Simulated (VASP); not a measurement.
SiB2, 6 atoms in the cell. Symmetry: P6_3/mmc, No. 194, hexagonal system. The conventional cell has a = 2.983 Å, b = 2.983 Å, c = 7.269 Å, α = 90.00°, β = 90.00°, γ = 120.00°. Si (site symmetry -6m2) has 2 B at 2.01 Å as nearest neighbours. B (site symmetry 3m) has 3 B at 1.76 Å and 1 Si at 2.01 Å as nearest neighbours. The cell was built by a generator and needn't be a form met in nature.

```yaml
Program: VASP 6.6.1
Task: single point
Functional: r2SCAN
Potentials_or_basis: VASP PAW PBE potentials, release 64 (Si, B)
Cutoff: 520 eV
k_mesh: 12 × 12 × 4
Occupations: gaussian, width 0.1 eV
Spin: no spin polarisation
Further_INCAR_settings: ALGO = Normal; EDIFF = 1e-06; NBANDS = 19
```

Potentials or basis: VASP PAW PBE potentials, release 64 (Si, B).

Launch:

```bash
$ cat potpaw_PBE.64/Si/POTCAR potpaw_PBE.64/B/POTCAR > POTCAR
$ mpirun -np 2 vasp_std > vasp.out
```

Hardware: 2 MPI ranks on Intel(R) Xeon(R) Platinum 8488C (Sapphire Rapids), on a shared host.

Problem. How long does it take, and how much memory?

Solution. Wall time 71 s on 2 MPI ranks on Intel(R) Xeon(R) Platinum 8488C (Sapphire Rapids), on a shared host, peak memory 0.19 GiB a rank. Counts: scf iterations 19, k points 57.
